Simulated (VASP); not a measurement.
Given:

```
Nb2N
1.0
    3.11314     0.00000     0.00000
   -1.55657     2.69606     0.00000
    0.00000     0.00000     4.79566
Nb N
2 1
Direct
  0.66667   0.33333   0.25399
  0.33333   0.66667   0.74601
  0.00000   0.00000   0.50000
```

These are PBEsol GGA, VASP's PBE PAW potentials (set 64) (plane waves; VASP) values and carry that method's errors. Settings: 520 eV cut-off, 13×13×7 Γ-centred mesh, tetrahedra with Blöchl corrections, potentials Nb_sv N.

The job: Nb₂N (space group P-3m1), 3 atoms, PBEsol, static run, 520 eV, 13×13×7 Γ-centred mesh. Roughly how much core time does it take on a busy server core?

About 80 core-seconds (one run on a shared machine, a rough figure). It had 126 irreducible k-points, 19 bands, up to 1095 plane waves and 17 electronic steps.

The structure comes from a computed database's Nb2N entry (P-3m1); how it stands against other phases isn't given here. It was relaxed first.
